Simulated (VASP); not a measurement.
Sc2InSb3:

```
Sc In Sb
1.0
     4.84554    0.00000    0.00000
    -2.42277    4.19636    0.00000
     0.00000    0.00000    7.65444
Sc In Sb
2 1 3
Direct
  0.33333 0.66667 0.27703
  0.33333 0.66667 0.73716
  0.00000 0.00000 0.45455
  0.66667 0.33333 0.51646
  0.66667 0.33333 0.94773
  0.00000 0.00000 0.06707
```

The cell was built by a generator and needn't be a form met in nature.

- Program: VASP 6.6.1
- Task: relaxation of cell and atoms
- Functional: PBE
- Potentials or basis: VASP PAW PBE potentials, release 64 (Sc_sv, In_d, Sb)
- Cutoff: 520 eV
- k mesh: 4 × 4 × 3
- Occupations: gaussian, width 0.15 eV
- Spin: no spin polarisation

At the start: pressure 3.5 GPa; volume 25.94 Å³/atom.

Question: Where does the relaxation end?

Answer: Over 21 steps the energy falls by 193.3 meV/atom and the volume is 25.36 Å³/atom (-2.3 %); space group P3m1 (No. 156, to 0.05 Å).

The path:
```
step  energy change (eV)  largest force (eV/Å)  pressure (GPa)  volume (Å³)
   1              0.0000                0.6053            3.45       155.64
   2             -0.2329                0.4995           -1.45       168.52
   3             -0.2361                0.4923           -1.97       170.33
   4             -0.4585                0.6261           -2.55       170.72
   5             -0.5042                0.7428           -2.66       170.74
   6             -0.5041                1.1096           -2.45       170.56
   7             -0.5173                0.9091           -2.62       170.71
   8             -0.6694                1.0517            0.59       159.07
   9             -0.6714                1.0580            0.99       157.50
  10             -0.8271                0.7600            0.80       154.93
  11             -1.0077                0.6086            2.47       149.47
  12             -1.0323                0.5165            2.73       147.11
  13             -1.1077                0.1661           -2.15       159.34
  14             -1.1381                0.2531           -0.58       155.09
  15             -1.1383                0.2587           -0.67       154.91
  16             -1.1136                0.3638            1.18       150.98
  17             -1.1382                0.2718           -0.41       154.66
  18             -1.1516                0.1808           -0.12       153.64
  19             -1.1573                0.1186            0.03       152.91
  20             -1.1591                0.1065            0.61       151.44
  21             -1.1600                0.0574            0.34       152.14
```

Final structure:
```cif
data_structure
_symmetry_space_group_name_H-M 'P 1'
_symmetry_Int_Tables_number 1
_cell_length_a 5.1911
_cell_length_b 5.1911
_cell_length_c 6.5192
_cell_angle_alpha 90.000
_cell_angle_beta 90.000
_cell_angle_gamma 120.000
_cell_volume 152.14
loop_
_atom_site_label
_atom_site_type_symbol
_atom_site_fract_x
_atom_site_fract_y
_atom_site_fract_z
_atom_site_occupancy
Sc1 Sc 0.33333 0.66667 0.23411 1
Sc2 Sc 0.33333 0.66667 0.75842 1
In1 In 0.00000 0.00000 0.54106 1
Sb1 Sb 0.66667 0.33333 0.46685 1
Sb2 Sb 0.66667 0.33333 0.96419 1
Sb3 Sb 0.00000 0.00000 0.03536 1
```

Caveat: the k mesh is coarse (spacing up to 0.37 Å⁻¹), so the values aren't converged.
